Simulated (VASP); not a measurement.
Output of a VASP run:

**OSZICAR**
```
       N       E                     dE             d eps       ncg     rms          rms(c)
DAV:   1     0.343952753185E+02    0.34395E+02   -0.34181E+03   288   0.816E+02
DAV:   2    -0.609938235824E+01   -0.40495E+02   -0.37998E+02   382   0.148E+02
DAV:   3    -0.747336139621E+01   -0.13740E+01   -0.13729E+01   330   0.315E+01
DAV:   4    -0.749896580526E+01   -0.25604E-01   -0.25585E-01   432   0.450E+00
DAV:   5    -0.749972099821E+01   -0.75519E-03   -0.75485E-03   408   0.533E-01    0.240E+00
DAV:   6    -0.741901931044E+01    0.80702E-01   -0.18448E-01   320   0.250E+00    0.170E+00
DAV:   7    -0.742527581330E+01   -0.62565E-02   -0.58878E-02   411   0.157E+00    0.929E-01
DAV:   8    -0.743039425500E+01   -0.51184E-02   -0.92585E-03   315   0.809E-01    0.140E-01
DAV:   9    -0.743039065878E+01    0.35962E-05   -0.34429E-04   363   0.162E-01    0.441E-02
DAV:  10    -0.743046311908E+01   -0.72460E-04   -0.10948E-04   308   0.935E-02    0.222E-02
DAV:  11    -0.743046651526E+01   -0.33962E-05   -0.62344E-06   420   0.243E-02    0.455E-03
DAV:  12    -0.743046687789E+01   -0.36263E-06   -0.54731E-07   300   0.655E-03
   1 F= -.74304669E+01 E0= -.74304669E+01  d E =-.459327E-10
```

OUTCAR:
```
------------------------ aborting loop because EDIFF is reached ----------------------------------------
  FORCE on cell =-STRESS in cart. coord.  units (eV):
  Direction    XX          YY          ZZ          XY          YZ          ZX
  --------------------------------------------------------------------------------------
  Total       -0.1816119     -0.1816119     -0.1816119      0.0000000     -0.0000000      0.0000000
  in kB       -8.5708835     -8.5708835     -8.5708835      0.0000000     -0.0000000      0.0000000
  external PRESSURE =      -8.5708835 kB  Pullay stress =       0.0000000 kB
  volume of cell :       33.95
      direct lattice vectors                 reciprocal lattice vectors
     0.000000000  2.570000000  2.570000000    -0.194552529  0.194552529  0.194552529
     2.570000000  0.000000000  2.570000000     0.194552529 -0.194552529  0.194552529
     2.570000000  2.570000000  0.000000000     0.194552529  0.194552529 -0.194552529
  FREE ENERGIE OF THE ION-ELECTRON SYSTEM (eV)
  ---------------------------------------------------
  free  energy   TOTEN  =        -7.4304668779 eV

  energy  without entropy=       -7.4304668778  energy(sigma->0) =       -7.43046688
```
(Selected blocks of OUTCAR.)

### POSCAR
```
LiCl
1
    0.0000000000     2.5700000000     2.5700000000
    2.5700000000     0.0000000000     2.5700000000
    2.5700000000     2.5700000000     0.0000000000
Li Cl
1 1
Direct
  0.0000000000   0.0000000000   0.0000000000
  0.5000000000   0.5000000000   0.5000000000
```

**Question.** Write an INCAR and KPOINTS that could have produced this output.

**Answer.** This is not unique; one that fits is the input of the run itself, PBE GGA, plane waves, VASP's PBE PAW potentials (set 64).

**INCAR**
```
SYSTEM = LiCl
PREC = Accurate
ENCUT = 400
EDIFF = 1E-6
NELM = 100
ALGO = Normal
LREAL = .FALSE.
LASPH = .TRUE.
ISMEAR = -1
SIGMA = 0.05
GGA = PE
LWAVE = .FALSE.
LCHARG = .FALSE.
ISIF = 2
```

**KPOINTS**
```
Automatic mesh
0
Gamma
  6 6 6
0 0 0
```

POTCAR, in this order: Li_sv Cl (PBE.64 set). Program: vasp_std.

At this cut-off the stress carries a Pulay error, which pulls relaxed volumes low.

The structure is a typed LiCl crystal (Fm-3m). The cell was not relaxed at this level.
